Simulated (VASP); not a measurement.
# Si2Mo: structure and properties in VASP, part 3 of 5

What structure and properties does r2SCAN + rVV10 give Si2Mo, and how near are they to the measured ones? The start is a cell from a database of measured crystal structures.

VASP 6.6.1, plane waves and PAW; the level of theory is named at each step.

So far. Step 2 (Full relaxation (r2SCAN + rVV10)): It ends with a largest force of 0.003 eV/Å and a pressure of 0.01 GPa. The volume lies -0.8 % from that of the database's start, which holds the thermal and zero-point expansion of its experiment. Step 3 (Single point with fields (r2SCAN + rVV10)): In this run the pressure is 0.00 GPa, small enough to go on. The relaxed cell has a = 3.197, c = 7.814 Å (conventional setting).

The database entry behind the starting cell is an old determination (1927), so it need not match the best structure at ambient conditions.

### Step 4. Bands along the symmetry lines (r2SCAN + rVV10)

Level of this step: r2SCAN with rVV10; plane waves and PAW (Si, Mo_sv) (VASP).

Levels along the symmetry lines show where the bands peak and cross; KPOINTS_OPT computes them in the converged potential.

INCAR reads:

```
SYSTEM = Si2Mo
PREC = Accurate
ENCUT = 400
EDIFF = 1E-06
NELM = 100
ISMEAR = 0
SIGMA = 0.05
LREAL = .FALSE.
ALGO = Normal
METAGGA = R2SCAN
LUSE_VDW = .TRUE.
IVDW_NL = 2
BPARAM = 11.95
CPARAM = 0.0093
LASPH = .TRUE.
NBANDS = 24
LORBIT = 11
LWAVE = .FALSE.
LCHARG = .FALSE.
KPAR = 2
```

POSCAR reads:

```
Si2Mo
1.0
   -3.1971354836      0.0000000000      0.0000000000
    0.0000000000      3.1971354836      0.0000000000
    1.5985677418     -1.5985677418     -3.9067981380
Si Mo
2 1
Direct
    0.6647297926      0.6647297926      0.3294595852
    0.3352702074      0.3352702074      0.6705404148
    0.0000000000      0.0000000000      0.0000000000
```

KPOINTS reads:

```
Automatic mesh
0
Gamma
8 8 8
0 0 0
```

KPOINTS_OPT reads:

```
Line mode
16
Line-mode
Reciprocal
  0.00000000   0.00000000   0.00000000 GAMMA
  0.50000000   0.50000000  -0.50000000 X

  0.50000000   0.50000000  -0.50000000 X
  0.58371247   0.41628753  -0.50000000 Y

  0.58371247   0.41628753  -0.50000000 Y
  0.58371247   0.00000000  -0.29185623 S

  0.58371247   0.00000000  -0.29185623 S
  0.00000000   0.00000000   0.00000000 GAMMA

  0.00000000   0.00000000   0.00000000 GAMMA
  0.00000000   0.00000000   0.50000000 Z

  0.00000000   0.00000000   0.50000000 Z
  0.41628753   0.00000000   0.29185623 S1

  0.41628753   0.00000000   0.29185623 S1
  0.50000000   0.00000000   0.00000000 N

  0.50000000   0.00000000   0.00000000 N
  0.50000000   0.50000000  -0.25000000 P

  0.50000000   0.50000000  -0.25000000 P
  0.41628753   0.41628753   0.08371247 Y1

  0.41628753   0.41628753   0.08371247 Y1
  0.00000000   0.00000000   0.50000000 Z

  0.50000000   0.50000000  -0.50000000 X
  0.50000000   0.50000000  -0.25000000 P
```

The projector-augmented-wave data sets are Si and Mo_sv (PBE family, release 64).

Started as:

```bash
> mpirun -np 2 vasp_std
```

The program printed:

```text
[banner, memory and clock lines left out]
running    2 mpi-ranks, on    1 nodes
 distrk:  each k-point on    1 cores,    2 groups
 distr:  one band on    1 cores,    1 groups

 POSCAR found type information on POSCAR SiMo
 POSCAR found :  2 types and       3 ions
 [... a notice as in an earlier step ...]

 [... a notice as in an earlier step ...]

 LDA part: xc-table for (None), standard interpolation
 POSCAR, INCAR and KPOINTS ok, starting setup
 FFT: planning ... GRIDC
 FFT: planning ... GRID_SOFT
 FFT: planning ... GRID
 WAVECAR not read
 entering main loop
       N       E                     dE             d eps       ncg     rms          rms(c)
Total rVV10 correction in eV:      0.3112857    24.7394631
Total rVV10 correction in eV:      0.3112857    24.7394631
DAV:   1     0.794820365581E+02    0.79482E+02   -0.94655E+03  2848   0.739E+02
DAV:   2    -0.494837597116E+02   -0.12897E+03   -0.12508E+03  3504   0.227E+02
DAV:   3    -0.518945479871E+02   -0.24108E+01   -0.24018E+01  3432   0.286E+01
DAV:   4    -0.519027130415E+02   -0.81651E-02   -0.81648E-02  3224   0.208E+00
DAV:   5    -0.519027662241E+02   -0.53183E-04   -0.53181E-04  3480   0.152E-01    0.252E+01
Total rVV10 correction in eV:      0.2949784    24.7394631
Total rVV10 correction in eV:      0.2949784    24.7394631
DAV:   6    -0.447445856594E+02    0.71582E+01   -0.42683E+00  2888   0.153E+01    0.506E+00
Total rVV10 correction in eV:      0.2932301    24.7394631
Total rVV10 correction in eV:      0.2932301    24.7394631
DAV:   7    -0.447254230462E+02    0.19163E-01   -0.21037E-01  3248   0.245E+00    0.379E+00
Total rVV10 correction in eV:      0.2892239    24.7394631
Total rVV10 correction in eV:      0.2892239    24.7394631
DAV:   8    -0.447297013357E+02   -0.42783E-02   -0.38265E-02  3432   0.133E+00    0.801E-01
Total rVV10 correction in eV:      0.2884543    24.7394631
Total rVV10 correction in eV:      0.2884543    24.7394631
DAV:   9    -0.447310202684E+02   -0.13189E-02   -0.55919E-03  3208   0.438E-01    0.306E-01
Total rVV10 correction in eV:      0.2886503    24.7394631
Total rVV10 correction in eV:      0.2886503    24.7394631
DAV:  10    -0.447311642000E+02   -0.14393E-03   -0.29889E-04  3408   0.102E-01    0.849E-02
Total rVV10 correction in eV:      0.2886587    24.7394631
Total rVV10 correction in eV:      0.2886587    24.7394631
DAV:  11    -0.447312956167E+02   -0.13142E-03   -0.17887E-04  3152   0.813E-02    0.536E-02
Total rVV10 correction in eV:      0.2887083    24.7394631
Total rVV10 correction in eV:      0.2887083    24.7394631
DAV:  12    -0.447313036123E+02   -0.79956E-05   -0.84423E-06  3456   0.159E-02    0.149E-02
Total rVV10 correction in eV:      0.2887373    24.7394631
Total rVV10 correction in eV:      0.2887373    24.7394631
DAV:  13    -0.447313063248E+02   -0.27125E-05   -0.31087E-06  3128   0.841E-03    0.544E-03
Total rVV10 correction in eV:      0.2887379    24.7394631
Total rVV10 correction in eV:      0.2887379    24.7394631
DAV:  14    -0.447313061797E+02    0.14508E-06   -0.13230E-07  1672   0.211E-03
Total rVV10 correction in eV:      0.2887361    24.7394631
Total rVV10 correction in eV:      0.2887361    24.7394631
Total rVV10 correction in eV:      0.2887369    24.7394631
Total rVV10 correction in eV:      0.2887369    24.7394631
   1 F= -.44731306E+02 E0= -.44731131E+02  d E =-.351097E-03
 Start KPOINTS_OPT (optional k-point list driver)
k-point batch [1-59\176]
       N       E                     dE             ncg
DAV:   1    -0.616225421285E+03   -0.40436E+05     2848
DAV:   2    -0.827775394657E+04   -0.76615E+04     3528
DAV:   3    -0.841997322996E+04   -0.14222E+03     3480
DAV:   4    -0.842047672182E+04   -0.50349E+00     3272
DAV:   5    -0.842048019860E+04   -0.34768E-02     3544
DAV:   6    -0.842048024012E+04   -0.41516E-04     3240
DAV:   7    -0.842048024074E+04   -0.61582E-06     2616
[...]
k-point batch [119-176\176]
       N       E                     dE             ncg
DAV:   1    -0.524886805233E+02   -0.45876E+05     2824
DAV:   2    -0.734509820945E+04   -0.72926E+04     3384
DAV:   3    -0.747363033584E+04   -0.12853E+03     3552
DAV:   4    -0.747408202135E+04   -0.45169E+00     3272
DAV:   5    -0.747408516118E+04   -0.31398E-02     3584
DAV:   6    -0.747408519952E+04   -0.38345E-04     3296
DAV:   7    -0.747408520010E+04   -0.58059E-06     2688
```

The job ended after 3 min (2 MPI ranks of Intel Xeon Platinum 8175M at 2.50GHz (Skylake/Cascade Lake), shared host; peak memory 0.47 GiB).

OUTCAR, selected parts (step 4):

```text
The static configuration has the point symmetry D_4h.

 Found     59 irreducible k-points:

   k-points           NKPTS =     59   k-points in BZ     NKDIM =     59   number of bands    NBANDS=     24

   NELECT =      22.0000    total number of electrons

 E-fermi :  12.3500

 k-point     1 :       0.0000    0.0000    0.0000
  band No.  band energies     occupation
    ...
      6       5.5405      2.00000
      7       8.8789      2.00000
      8       9.2077      2.00000
      9       9.5320      2.00000
     10       9.5320      2.00000
     11      12.7095      0.00000
     12      15.7315      0.00000
     13      15.8490      0.00000
     14      16.0320      0.00000
     15      16.0320      0.00000
    ...

 k-point     3 :       0.2500    0.0000    0.0000
  band No.  band energies     occupation
    ...
      7       7.0039      2.00000
      8       8.7835      2.00000
      9      10.1063      2.00000
     10      10.1610      2.00000
     11      10.9442      2.00000
     12      14.0536      0.00000
     13      14.8401      0.00000
     14      16.7695      0.00000
     15      17.0954      0.00000
     16      18.1877      0.00000
    ...

  Total        0.0175487      0.0175487     -0.0341321      0.0000000      0.0000000      0.0000000
  in kB        0.7040655      0.7040655     -1.3693998      0.0000000      0.0000000      0.0000000
  external PRESSURE =       0.0129104 kB  Pullay stress =       0.0000000 kB

 POSITION                                       TOTAL-FORCE (eV/Angst)
 -----------------------------------------------------------------------------------
     -1.59857      1.59857     -1.28713         0.000000     -0.000000     -0.003595
      0.00000      0.00000     -2.61967        -0.000000      0.000000      0.003595
      0.00000      0.00000      0.00000         0.000000      0.000000      0.000000
 -----------------------------------------------------------------------------------
    total drift:                                0.000000      0.000000      0.000000

  FREE ENERGIE OF THE ION-ELECTRON SYSTEM (eV)
  ---------------------------------------------------
  free  energy   TOTEN  =       -44.7313061797 eV

  energy  without entropy=      -44.7309550829  energy(sigma->0) =      -44.73113063

[... 10 parts as in an earlier step ...]

[... 3 further parts left out ...]
```

Spin-orbit coupling is off here; it would split degenerate levels. The cell is typed on its shortest vectors, so the axes of tensors and the coordinates of k-points follow the printed cell and not the standard setting.

Numbers from this step:

```yaml
bands: 24
pressure: 0.001291 GPa
```

The electronic bands at the labelled points (eV, zero at the Fermi level; # counts the bands kept, so #1 is VASP's band 6):

| point | #3 | #4 | #5 | #6 | #7 | #8 | #9 | #10 |
| --- | --- | --- | --- | --- | --- | --- | --- | --- |
| Γ | -3.14 | -2.82 | -2.82 | 0.36 | 3.38 | 3.50 | 3.68 | 3.68 |
| 0.47 of the way | -5.33 | -2.86 | -2.66 | -1.65 | 3.01 | 3.65 | 3.98 | 4.00 |
| X | -5.36 | -4.73 | -3.27 | -1.40 | 2.62 | 3.04 | 3.44 | 3.61 |
| 0.47 of the way | -4.94 | -4.73 | -3.24 | -1.55 | 2.46 | 2.87 | 3.01 | 4.28 |
| Y | -4.74 | -3.97 | -3.13 | -1.98 | 2.03 | 2.26 | 2.90 | 5.22 |
| 0.53 of the way | -3.28 | -2.87 | -2.66 | -1.33 | 1.49 | 2.42 | 2.71 | 4.39 |
| S | -2.91 | -2.69 | -2.42 | -0.45 | 1.74 | 3.19 | 3.83 | 4.93 |
| 0.47 of the way | -3.81 | -2.42 | -2.04 | -1.85 | 1.85 | 2.59 | 4.20 | 4.99 |
| Γ | -3.14 | -2.82 | -2.82 | 0.36 | 3.38 | 3.50 | 3.68 | 3.68 |
| 0.53 of the way | -2.18 | -2.16 | -2.16 | 0.44 | 1.61 | 1.61 | 2.43 | 4.76 |
| Z | -2.28 | -0.61 | -0.61 | -0.56 | -0.56 | 0.51 | 5.16 | 5.85 |
| 0.53 of the way | -2.62 | -1.84 | -1.55 | -0.42 | 0.27 | 1.85 | 4.47 | 6.26 |
| S1 | -2.91 | -2.69 | -2.42 | -0.45 | 1.74 | 3.19 | 3.83 | 4.93 |
| 0.53 of the way | -3.68 | -2.76 | -2.64 | -0.54 | 2.29 | 3.53 | 3.70 | 4.63 |
| N | -4.84 | -2.79 | -2.68 | -0.56 | 2.54 | 3.28 | 4.48 | 4.50 |
| 0.53 of the way | -3.88 | -3.46 | -2.11 | -2.03 | 0.57 | 2.45 | 3.58 | 4.32 |
| P | -6.45 | -2.90 | -2.27 | -2.27 | 0.51 | 2.62 | 4.26 | 4.26 |
| 0.47 of the way | -5.68 | -3.54 | -2.89 | -1.83 | 1.34 | 2.47 | 3.81 | 4.47 |
| Y1 | -4.74 | -3.97 | -3.13 | -1.98 | 2.03 | 2.26 | 2.90 | 5.22 |
| 0.47 of the way | -4.84 | -1.98 | -1.91 | -0.80 | 0.25 | 1.80 | 3.61 | 6.03 |
| Z | -2.28 | -0.61 | -0.61 | -0.56 | -0.56 | 0.51 | 5.16 | 5.85 |
| jump to X | -5.36 | -4.73 | -3.27 | -1.40 | 2.62 | 3.04 | 3.44 | 3.61 |
| 0.47 of the way | -6.03 | -3.79 | -2.99 | -1.62 | 1.64 | 2.62 | 3.78 | 4.29 |
| P | -6.45 | -2.90 | -2.27 | -2.27 | 0.51 | 2.62 | 4.26 | 4.26 |

Of the projections kept (Si, Mo), the largest for each band there; the rest of the weight can lie on other orbitals:

| point | #3 | #4 | #5 | #6 | #7 | #8 | #9 | #10 |
| --- | --- | --- | --- | --- | --- | --- | --- | --- |
| Γ | Mo 1.00 | Mo 0.68 | Mo 0.68 | Mo 1.00 | - | Si 0.84 | Si 0.76 | Si 0.76 |
| X | Si 0.95 | Mo 0.59 | Mo 0.86 | Si 0.55 | Mo 1.00 | Mo 0.89 | Si 0.85 | Mo 0.89 |
| Y | Mo 0.56 | Si 0.71 | Mo 0.86 | Mo 0.64 | Mo 0.99 | Mo 0.51 | Mo 0.87 | Mo 0.64 |
| S | Mo 0.85 | Mo 0.80 | Mo 0.72 | Mo 0.99 | Mo 0.94 | Mo 0.85 | Si 0.51 | Si 0.90 |
| Γ | Mo 1.00 | Mo 0.68 | Mo 0.68 | Mo 1.00 | - | Si 0.84 | Si 0.76 | Si 0.76 |
| Z | Mo 0.92 | Mo 0.94 | Mo 0.94 | Si 0.90 | Si 0.90 | Mo 1.00 | Si 0.98 | Si 0.72 |

There is no gap at this level.

### Step 5. Total and projected DOS (r2SCAN + rVV10)

Here the states are counted by energy and projected on the atoms. The mesh is finer than in the run before.

INCAR, as its differences from that of step 4:

```diff
@@ -5,3 +5,3 @@
 NELM = 100
-ISMEAR = 0
+ISMEAR = -5
 SIGMA = 0.05
@@ -20 +20,2 @@
 KPAR = 2
+NEDOS = 2001
```

POSCAR is that of step 4.

KPOINTS reads:

```
Automatic mesh
0
Gamma
11 11 11
0 0 0
```

Started as:

```bash
> mpirun -np 2 vasp_std
```

The program printed:

```text
[... set-up lines as in an earlier step ...]
 entering main loop
       N       E                     dE             d eps       ncg     rms          rms(c)
Total rVV10 correction in eV:      0.3112857    24.7394631
Total rVV10 correction in eV:      0.3112857    24.7394631
DAV:   1     0.796073717314E+02    0.79607E+02   -0.95052E+03  6088   0.738E+02
DAV:   2    -0.494892003568E+02   -0.12910E+03   -0.12553E+03  7424   0.227E+02
DAV:   3    -0.518943743203E+02   -0.24052E+01   -0.23985E+01  7384   0.285E+01
DAV:   4    -0.519025448182E+02   -0.81705E-02   -0.81738E-02  6832   0.209E+00
DAV:   5    -0.519025972201E+02   -0.52402E-04   -0.52423E-04  7392   0.152E-01    0.252E+01
Total rVV10 correction in eV:      0.2949653    24.7394631
Total rVV10 correction in eV:      0.2949653    24.7394631
DAV:   6    -0.447413916802E+02    0.71612E+01   -0.42729E+00  6184   0.153E+01    0.506E+00
Total rVV10 correction in eV:      0.2933042    24.7394631
Total rVV10 correction in eV:      0.2933042    24.7394631
DAV:   7    -0.447223232345E+02    0.19068E-01   -0.22540E-01  6864   0.253E+00    0.382E+00
Total rVV10 correction in eV:      0.2893086    24.7394631
Total rVV10 correction in eV:      0.2893086    24.7394631
DAV:   8    -0.447255818716E+02   -0.32586E-02   -0.41296E-02  7160   0.137E+00    0.860E-01
Total rVV10 correction in eV:      0.2884771    24.7394631
Total rVV10 correction in eV:      0.2884771    24.7394631
DAV:   9    -0.447269569509E+02   -0.13751E-02   -0.65211E-03  6840   0.466E-01    0.316E-01
Total rVV10 correction in eV:      0.2886830    24.7394631
Total rVV10 correction in eV:      0.2886830    24.7394631
DAV:  10    -0.447270610130E+02   -0.10406E-03   -0.33174E-04  7192   0.106E-01    0.889E-02
Total rVV10 correction in eV:      0.2886959    24.7394631
Total rVV10 correction in eV:      0.2886959    24.7394631
DAV:  11    -0.447271765030E+02   -0.11549E-03   -0.18796E-04  6568   0.837E-02    0.543E-02
Total rVV10 correction in eV:      0.2887478    24.7394631
Total rVV10 correction in eV:      0.2887478    24.7394631
DAV:  12    -0.447271885328E+02   -0.12030E-04   -0.95514E-06  7488   0.171E-02    0.143E-02
Total rVV10 correction in eV:      0.2887759    24.7394631
Total rVV10 correction in eV:      0.2887759    24.7394631
DAV:  13    -0.447271919630E+02   -0.34303E-05   -0.28731E-06  6480   0.833E-03    0.499E-03
Total rVV10 correction in eV:      0.2887760    24.7394631
Total rVV10 correction in eV:      0.2887760    24.7394631
DAV:  14    -0.447271917651E+02    0.19796E-06   -0.11894E-07  3480   0.200E-03
Total rVV10 correction in eV:      0.2887751    24.7394631
Total rVV10 correction in eV:      0.2887751    24.7394631
Total rVV10 correction in eV:      0.2887758    24.7394631
Total rVV10 correction in eV:      0.2887758    24.7394631
   1 F= -.44727192E+02 E0= -.44727192E+02  d E =0.000000E+00
 -----------------------------------------------------------------------------
|                                                                             |
|           W    W    AA    RRRRR   N    N  II  N    N   GGGG   !!!           |
|           W    W   A  A   R    R  NN   N  II  NN   N  G    G  !!!           |
|           W    W  A    A  R    R  N N  N  II  N N  N  G       !!!           |
|           W WW W  AAAAAA  RRRRR   N  N N  II  N  N N  G  GGG   !            |
|           WW  WW  A    A  R   R   N   NN  II  N   NN  G    G                |
|           W    W  A    A  R    R  N    N  II  N    N   GGGG   !!!           |
|                                                                             |
|     Tetrahedron method does not include variations of the Fermi             |
|     occupations, so forces and stress will be inaccurate. We suggest        |
|     using a different smearing scheme ISMEAR = 1 or 2 for metals in         |
|     relaxations.                                                            |
|                                                                             |
 -----------------------------------------------------------------------------
```

It took 3 min on 2 MPI ranks; peak memory 0.57 GiB.

From OUTCAR (step 5):

```text
   k-points           NKPTS =    126   k-points in BZ     NKDIM =    126   number of bands    NBANDS=     24

   NELECT =      22.0000    total number of electrons

 E-fermi :  12.3510

 k-point     1 :       0.0000    0.0000    0.0000
  band No.  band energies     occupation
    ...
      6       5.5420      2.00000
      7       8.8790      2.00000
      8       9.2138      2.00000
      9       9.5327      2.00000
     10       9.5327      2.00000
     11      12.7126      0.04589
     12      15.7289      0.00000
     13      15.8462      0.00000
     14      16.0335      0.00000
     15      16.0335      0.00000
    ...

  Total        0.0380609      0.0380609     -0.0494568      0.0000000      0.0000000      0.0000000
  in kB        1.5270282      1.5270282     -1.9842362      0.0000000      0.0000000      0.0000000
  external PRESSURE =       0.3566067 kB  Pullay stress =       0.0000000 kB

 POSITION                                       TOTAL-FORCE (eV/Angst)
 -----------------------------------------------------------------------------------
     -1.59857      1.59857     -1.28713         0.000000     -0.000000      0.019622
      0.00000      0.00000     -2.61967        -0.000000      0.000000     -0.019622
      0.00000      0.00000      0.00000         0.000000      0.000000      0.000000
 -----------------------------------------------------------------------------------
    total drift:                                0.000000      0.000000      0.000000

  FREE ENERGIE OF THE ION-ELECTRON SYSTEM (eV)
  ---------------------------------------------------
  free  energy   TOTEN  =       -44.7271917651 eV

  energy  without entropy=      -44.7271917651  energy(sigma->0) =      -44.72719177

[... 6 parts as in an earlier step ...]

[... 10 further parts left out ...]
```

With tetrahedra the forces and stress of a metal are not exact derivatives of the energy.

This step gave:

```
irreducible k points   : 126
pressure               : 0.03566 GPa
DOS at the Fermi level : 0.1904 states/eV/cell
```

The density of states has structure finer than the step of the table below, so its rows give means over 0.5 eV, whole bins alone (the curve runs from -12.0 to 5.45 eV). Peaks (eV: height): total -2.45: 4.92, 2.54: 2.5, 3.81: 2.35, 4.63: 2.47; Mo d -2.72: 2.03, -2.45: 2.21, 2.36: 1.49, 3.81: 0.858; Si p -6.45: 0.334, -2.45: 0.666, 3.81: 0.268, 4.72: 0.365; Si s -9.62: 0.357, -9.08: 0.328, 2.63: 0.287, 4.72: 0.129; Mo p -9.08: 0.031, -5.54: 0.029, -2.18: 0.175.

States under -12.0 eV and over 5.4 eV are left out. The density of states by energy, zero at the Fermi level; means over each step; values in states/eV/cell:

| energy (eV) | total | Mo d | Si p | Si s | Mo p | Mo s |
| --- | --- | --- | --- | --- | --- | --- |
| -11.5 | 0.493 | 0.0131 | 0.0227 | 0.165 | 0.0132 | 0.0178 |
| -11.0 | 0.533 | 0.0215 | 0.0278 | 0.176 | 0.0145 | 0.0157 |
| -10.5 | 0.673 | 0.0385 | 0.0385 | 0.218 | 0.0181 | 0.0176 |
| -10.0 | 0.766 | 0.0715 | 0.0427 | 0.248 | 0.0185 | 0.0178 |
| -9.5 | 0.824 | 0.0840 | 0.0547 | 0.252 | 0.0200 | 0.0204 |
| -9.0 | 0.916 | 0.0950 | 0.0738 | 0.263 | 0.0239 | 0.0186 |
| -8.5 | 0.733 | 0.0974 | 0.0710 | 0.190 | 0.0140 | 0.0112 |
| -8.0 | 0.613 | 0.0960 | 0.0700 | 0.140 | 0.00918 | 0.00803 |
| -7.5 | 0.516 | 0.0937 | 0.0704 | 0.0972 | 0.00610 | 0.00616 |
| -7.0 | 0.472 | 0.0822 | 0.0831 | 0.0534 | 0.00557 | 0.0201 |
| -6.5 | 1.14 | 0.187 | 0.269 | 0.0329 | 0.0207 | 0.0447 |
| -6.0 | 1.10 | 0.172 | 0.265 | 0.0177 | 0.0260 | 0.0414 |
| -5.5 | 1.02 | 0.186 | 0.225 | 0.0431 | 0.0239 | 0.0297 |
| -5.0 | 0.543 | 0.115 | 0.0884 | 0.0616 | 0.00875 | 0.0126 |
| -4.5 | 0.974 | 0.250 | 0.148 | 0.0792 | 0.0173 | 0.0387 |
| -4.0 | 1.60 | 0.501 | 0.218 | 0.0966 | 0.0278 | 0.0708 |
| -3.5 | 1.39 | 0.503 | 0.191 | 0.0662 | 0.0264 | 0.0363 |
| -3.0 | 2.42 | 1.02 | 0.321 | 0.0772 | 0.0508 | 0.0329 |
| -2.5 | 4.36 | 1.95 | 0.599 | 0.0631 | 0.122 | 0.0230 |
| -2.0 | 2.58 | 1.01 | 0.382 | 0.0418 | 0.108 | 0.00957 |
| -1.5 | 1.26 | 0.637 | 0.156 | 0.0196 | 0.0247 | 0.00123 |
| -1.0 | 0.952 | 0.613 | 0.0695 | 0.0100 | 0.00525 | 3.8e-4 |
| -0.5 | 0.623 | 0.453 | 0.0302 | 0.00174 | 0.00223 | 1.5e-4 |
| 0.0 | 0.190 | 0.111 | 0.0241 | 9.5e-4 | 0.00239 | 1.0e-4 |
| 0.5 | 0.300 | 0.149 | 0.0389 | 0.0156 | 0.00300 | 4.8e-4 |
| 1.0 | 0.836 | 0.404 | 0.0985 | 0.0649 | 0.00705 | 0.00180 |
| 1.5 | 1.14 | 0.573 | 0.129 | 0.0750 | 0.0119 | 0.00587 |
| 2.0 | 2.02 | 1.11 | 0.189 | 0.129 | 0.0196 | 0.0184 |
| 2.5 | 2.39 | 1.28 | 0.222 | 0.214 | 0.0272 | 0.0159 |
| 3.0 | 1.52 | 0.622 | 0.193 | 0.158 | 0.0214 | 0.0241 |
| 3.5 | 1.72 | 0.644 | 0.191 | 0.110 | 0.0200 | 0.0725 |
| 4.0 | 1.86 | 0.662 | 0.228 | 0.0918 | 0.0255 | 0.0762 |
| 4.5 | 1.94 | 0.652 | 0.264 | 0.0951 | 0.0321 | 0.0980 |
| 5.0 | 1.75 | 0.455 | 0.293 | 0.0897 | 0.0376 | 0.0784 |

The finer mesh and the other smearing move the Fermi level by +0.00 eV from the 8×8×8 run, a small shift, which tests the Fermi level alone. Of the states within 0.3 eV of the Fermi level, the largest shares in the PAW spheres are Mo d 59 % and Si p 13 %. The rest lies in smaller channels or between the spheres.

(Continued in part 4 of 5.)

[Lines on the potential files, build, host, timing and source positions are cut from VASP's logs without a mark.]

[Logs are printed without paths, hosts, clocks, repeated set-up lines and the standing remarks that a program may print on its own settings, such as how far it seeks lower states.]

[Hosts, paths, dates, database ids (printed as entryN), source tags and the programs' standing remarks are cut or masked in the printed files.]

[A measured line is paired with the nearest computed mode of its activity, which favours agreement.]
